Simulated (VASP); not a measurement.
Computed with vdW-DF2, VASP's PBE PAW potentials (set 64) (plane waves; VASP).

VASP ran on this input.

**INCAR**
```
ISIF  =  3   ! ions, shape and volume
LUSE_VDW  =  .TRUE.
NELM  =  100   ! most electronic steps
LMAXMIX  =  4
ENCUT  =  520   ! plane-wave cut-off (eV)
ISMEAR  =  0   ! Gaussian
GGA  =  ML
ALGO  =  Normal   ! blocked Davidson
AGGAC  =  0.0
IBRION  =  2   ! conjugate gradients
EDIFF  =  1E-6   ! SCF stop (eV)
LWAVE  =  .FALSE.
SYSTEM  =  CsPbBr3
PREC  =  Accurate
NSW  =  60   ! most ionic steps
LREAL  =  .FALSE.   ! projection in real space or not
EDIFFG  =  -0.02
SIGMA  =  0.05
LASPH  =  .TRUE.
ZAB_VDW  =  -1.8867
LCHARG  =  .FALSE.
```

KPOINTS:
```
Regular mesh
0
G
4 4 4
0 0 0
```

**POSCAR**
```
CsPbBr3
1
    5.8473348058    -0.0000000000     0.0000000000
    0.0000000000     5.8473348058    -0.0000000000
    0.0000000000     0.0000000000     5.8473348058
Cs Pb Br
1 1 3
Direct
  0.0000000000   0.0000000000   0.0000000000
  0.5000000000   0.5000000000   0.5000000000
  0.5000000000   0.0000000000   0.5000000000
  0.0000000000   0.5000000000   0.5000000000
  0.5000000000   0.5000000000   0.0000000000
```

POTCAR, in this order: Cs_sv Pb_d Br (PBE.64 set). Program: vasp_std.

Output of the run:

**OSZICAR**
```
       N       E                     dE             d eps       ncg     rms          rms(c)
DAV:   1     0.417997399084E+03    0.41800E+03   -0.18743E+04   520   0.151E+03
DAV:   2     0.432183757291E+02   -0.37478E+03   -0.36512E+03   644   0.334E+02
DAV:   3    -0.366279988415E+01   -0.46881E+02   -0.46251E+02   622   0.129E+02
DAV:   4    -0.559317257720E+01   -0.19304E+01   -0.19196E+01   670   0.331E+01
DAV:   5    -0.564321634381E+01   -0.50044E-01   -0.49989E-01   674   0.441E+00    0.434E+00
DAV:   6    -0.493750437985E+01    0.70571E+00   -0.14102E+00   696   0.130E+01    0.231E+00
DAV:   7    -0.486607419127E+01    0.71430E-01   -0.69804E-01   758   0.506E+00    0.102E+00
DAV:   8    -0.486367754306E+01    0.23966E-02   -0.76942E-02   714   0.222E+00    0.289E-01
DAV:   9    -0.486197771772E+01    0.16998E-02   -0.13835E-02   726   0.929E-01    0.911E-02
DAV:  10    -0.486210229065E+01   -0.12457E-03   -0.12271E-03   646   0.247E-01    0.473E-02
DAV:  11    -0.486217550432E+01   -0.73214E-04   -0.17884E-04   694   0.117E-01    0.112E-02
DAV:  12    -0.486218138199E+01   -0.58777E-05   -0.14591E-05   582   0.324E-02    0.433E-03
DAV:  13    -0.486218135578E+01    0.26208E-07   -0.22128E-06   502   0.145E-02
   1 F= -.48621814E+01 E0= -.48621814E+01  d E =-.486218E+01
       N       E                     dE             d eps       ncg     rms          rms(c)
DAV:   1    -0.894855925865E+01   -0.40864E+01   -0.11127E+02   690   0.121E+02    0.963E+00
DAV:   2    -0.570320574603E+01    0.32454E+01   -0.69753E+00   608   0.244E+01    0.366E+00
DAV:   3    -0.509825209338E+01    0.60495E+00   -0.26784E+00   642   0.147E+01    0.119E+00
DAV:   4    -0.508508160926E+01    0.13170E-01   -0.81177E-02   612   0.172E+00    0.586E-01
DAV:   5    -0.508120588121E+01    0.38757E-02   -0.24236E-02   666   0.138E+00    0.224E-01
DAV:   6    -0.508036522331E+01    0.84066E-03   -0.39633E-03   628   0.621E-01    0.562E-02
DAV:   7    -0.508031585445E+01    0.49369E-04   -0.17981E-04   736   0.119E-01    0.218E-02
DAV:   8    -0.508032219860E+01   -0.63442E-05   -0.16571E-05   732   0.311E-02    0.522E-03
DAV:   9    -0.508032336874E+01   -0.11701E-05   -0.23987E-06   550   0.177E-02    0.140E-03
DAV:  10    -0.508032308774E+01    0.28100E-06   -0.31281E-07   284   0.432E-03
   2 F= -.50803231E+01 E0= -.50803231E+01  d E =-.218142E+00
       N       E                     dE             d eps       ncg     rms          rms(c)
DAV:   1    -0.514624390174E+01   -0.65921E-01   -0.17063E+00   682   0.133E+01    0.126E+00
DAV:   2    -0.509172521556E+01    0.54519E-01   -0.11567E-01   630   0.313E+00    0.457E-01
DAV:   3    -0.508276557020E+01    0.89596E-02   -0.39086E-02   650   0.179E+00    0.131E-01
DAV:   4    -0.508251431234E+01    0.25126E-03   -0.10088E-03   696   0.204E-01    0.583E-02
DAV:   5    -0.508244896175E+01    0.65351E-04   -0.16364E-04   640   0.106E-01    0.225E-02
DAV:   6    -0.508243718671E+01    0.11775E-04   -0.20763E-05   562   0.455E-02    0.479E-03
DAV:   7    -0.508243756763E+01   -0.38092E-06   -0.23675E-06   534   0.155E-02
   3 F= -.50824376E+01 E0= -.50824376E+01  d E =-.220256E+00
```

OUTCAR:
```
------------------------ aborting loop because EDIFF is reached ----------------------------------------
  FORCE on cell =-STRESS in cart. coord.  units (eV):
  Direction    XX          YY          ZZ          XY          YZ          ZX
  --------------------------------------------------------------------------------------
  Total       -0.0409494     -0.0409494     -0.0409494      0.0000000     -0.0000000      0.0000000
  in kB       -0.2903620     -0.2903620     -0.2903620      0.0000000     -0.0000000      0.0000000
  external PRESSURE =      -0.2903620 kB  Pullay stress =       0.0000000 kB
  volume of cell :      225.95
      direct lattice vectors                 reciprocal lattice vectors
     6.090780190 -0.000000000 -0.000000000     0.164182579 -0.000000000 -0.000000000
     0.000000000  6.090780190 -0.000000000     0.000000000  0.164182579  0.000000000
     0.000000000 -0.000000000  6.090780190     0.000000000  0.000000000  0.164182579
 POSITION                                       TOTAL-FORCE (eV/Angst)
 -----------------------------------------------------------------------------------
      0.00000      0.00000      0.00000         0.000000      0.000000      0.000000
      3.04539      3.04539      3.04539        -0.000000     -0.000000      0.000000
      3.04539     -0.00000      3.04539         0.000000      0.000000      0.000000
      0.00000      3.04539      3.04539         0.000000      0.000000      0.000000
      3.04539      3.04539     -0.00000         0.000000      0.000000      0.000000
 -----------------------------------------------------------------------------------
    total drift:                                0.000000     -0.000000     -0.000000
  FREE ENERGIE OF THE ION-ELECTRON SYSTEM (eV)
  ---------------------------------------------------
  free  energy   TOTEN  =        -5.0824375676 eV

  energy  without entropy=       -5.0824375676  energy(sigma->0) =       -5.08243757

 reached required accuracy - stopping structural energy minimisation
```
(Selected blocks of OUTCAR.)

**CONTCAR**
```
CsPbBr3
   1.00000000000000
     6.0907801901409799   -0.0000000000000000   -0.0000000000000000
     0.0000000000000000    6.0907801901409799   -0.0000000000000000
     0.0000000000000000   -0.0000000000000000    6.0907801901409799
  Cs              Pb              Br
     1     1     3
Direct
     0.0000000000000000    0.0000000000000000    0.0000000000000000
     0.5000000000000000    0.5000000000000000    0.5000000000000000
     0.5000000000000000    0.0000000000000000    0.5000000000000000
     0.0000000000000000    0.5000000000000000    0.5000000000000000
     0.5000000000000000    0.5000000000000000    0.0000000000000000
```

Energy and stress use the plane-wave basis of the starting cell.

The compound is CsPbBr3 in the cubic perovskite structure, the ideal cubic form; the compound distorts at low or room temperature. This run relaxes it. Symmetry was kept, so distortions that lower it aren't found. The start is the result of an earlier pass.
